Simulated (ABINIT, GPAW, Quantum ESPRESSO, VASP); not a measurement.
## One calculation of ZnRe, 4 ways

```
CELL_PARAMETERS angstrom
2.74822 0.00000 0.00000
-1.37411 2.38003 0.00000
0.00000 0.00000 4.49407
ATOMIC_POSITIONS crystal
Re 0.32271 0.65968 0.51231
Zn 0.01659 0.00189 0.99084
```

The cell comes from a database or a generator and needn't be the stable form of this composition.

Atoms were shifted at random by some hundredths of an Å from the given cell, which wasn't relaxed again for these runs.

Alike in all runs: task single point; functional PBE; k mesh 11 × 11 × 6; occupations fermi-dirac, width 0.05 eV; no spin polarisation; no spin-orbit coupling. Pressure is positive in compression and, in plane waves, holds the error of the finite cutoff.

```csv
program and potentials,plane-wave cutoff (eV),notes,pressure (GPa),largest force (eV/Å),energy over the undisturbed cell (meV/atom)
"VASP, PBE PAW files Re, Zn, 520 eV",520,9.5 valence electrons an atom on average,-0.44,0.943,-
"GPAW, GPAW PAW data sets (gpaw-data 1.2.1)",600,12.5 valence electrons an atom on average,-0.75,0.937,24.17
"Quantum ESPRESSO, SSSP 1.3 efficiency PBE",748,17.5 valence electrons an atom on average,-0.63,0.941,24.21
"ABINIT, JTH PAW PBE v2.0",599,13.5 valence electrons an atom on average,-1.00,0.937,24.09
```

Force on atom 1 (Re), eV/Å:

```
                    program and potentials      x      y       z
        VASP, PBE PAW files Re, Zn, 520 eV  0.115  0.034  -0.935
GPAW, GPAW PAW data sets (gpaw-data 1.2.1)  0.116  0.034  -0.929
 Quantum ESPRESSO, SSSP 1.3 efficiency PBE  0.115  0.034  -0.933
                  ABINIT, JTH PAW PBE v2.0  0.115  0.033  -0.929
```

The pressure spans -1.00 (ABINIT, JTH PAW PBE v2.0) to -0.44 GPa (VASP, PBE PAW files Re, Zn, 520 eV).

Differences between rows come from potentials, basis sets and numerical settings, since the functional is the same but for its coding. Runs on potential files found faulty are left out.
